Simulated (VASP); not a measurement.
Wanted: the native input for a VASP 6.6.1 run.

- Task: relaxation of cell and atoms
- Functional: PBEsol
- Potentials or basis: VASP PAW PBE potentials, release 64 (Ta_pv)
- Cutoff: 520 eV
- k mesh: 18 × 18 × 18
- Occupations: gaussian, width 0.1 eV
- Spin: no spin polarisation
- Further INCAR settings: ALGO = Fast; EDIFF = 1e-07; IBRION = 2; EDIFFG = -0.002; NSW = 80; ISIF = 3

The structure of Ta lies in POSCAR:

```
Ta
1.0
   -1.6512800000      1.6512800000      1.6512800000
    1.6512800000     -1.6512800000      1.6512800000
    1.6512800000      1.6512800000     -1.6512800000
Ta
1
Direct
    0.0000000000      0.0000000000      0.0000000000
```

One way to write it, as run:

INCAR

```
ALGO     = Fast           # electronic algorithm
EDIFF    = 1E-7           # SCF threshold, eV
EDIFFG   = -0.002         # ionic threshold
ENCUT    = 520            # plane-wave cutoff, eV
GGA      = PS             # functional
IBRION   = 2              # ionic algorithm
ISIF     = 3              # what is computed and relaxed
ISMEAR   = 0              # smearing method
LASPH    = T              # aspherical terms in the spheres
LCHARG   = F              # write CHGCAR
LREAL    = F              # projectors in reciprocal space
LWAVE    = F              # write WAVECAR
NELM     = 60             # most SCF steps
NSW      = 80             # ionic steps
PREC     = Accurate       # precision mode
SIGMA    = 0.1            # smearing width, eV
```

KPOINTS

```
k-points
0
Gamma
  18 18 18
```

Potentials or basis: VASP PAW PBE potentials, release 64 (Ta_pv).

Command:

```console
$ cat potpaw_PBE.64/Ta_pv/POTCAR > POTCAR
$ mpirun -np 1 vasp_std > vasp.out
```

It gave:

The relaxed volume is 17.67 Å³/atom, the relaxed cell is a = 2.842 Å, b = 2.842 Å, c = 2.842 Å, α = 109.47°, β = 109.47°, γ = 109.47° and the space group after relaxing (to 0.05 Å) is Im-3m (No. 229). The energy gained by relaxing is 4.2 meV/atom, the ionic steps are 6 and the pressure after relaxing is 0.0 GPa. The band gap on the k mesh is none (metal or under the smearing width).

Caveat: the PAW data sets were made with another functional, which shifts forces and pressure a little.

It took 74 s on 1 thread of Intel(R) Xeon(R) Platinum 8259CL CPU @ 2.50GHz (Skylake/Cascade Lake), on a shared host, peak memory 0.18 GiB.
